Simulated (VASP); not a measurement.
Input:

```xyz
2
Lattice="0.0000 2.6517 2.6517 2.6517 0.0000 2.6517 2.6517 2.6517 0.0000" Properties=species:S:1:pos:R:3 pbc="T T T"
Si     0.0000     0.0000     0.0000
Si     1.3259     1.3259     1.3259
```

All values below come from PBE GGA, VASP's PBE PAW potentials (set 64) (plane waves; VASP). Settings: 500 eV cut-off, 9×9×9 Γ-centred mesh, Gaussian smearing of 0.050 eV, potentials Si.

Energy and stress use the plane-wave basis of the starting cell.

The ions, cell shape and volume at an external pressure of 20.0 GPa are relaxed. Give the cell that the relaxation ends in.

```xyz
2
Lattice="0.0000 2.5921 2.5921 2.5921 0.0000 2.5921 2.5921 2.5921 0.0000" Properties=species:S:1:pos:R:3 pbc="T T T"
Si     2.5921     2.5921     0.0000
Si     1.2961     1.2961     1.2961
```
Space group Fd-3m (227), at a tolerance of 0.03 Å.

How do energy and volume change from the first to the last step?

The energy (σ→0) changes by +112.7 meV/atom and the volume by -6.6 %, in 4 ionic steps.

The compound is Si in the diamond structure. This run relaxes it under an external pressure of 20 GPa. Symmetry was kept, so distortions that lower it aren't found.
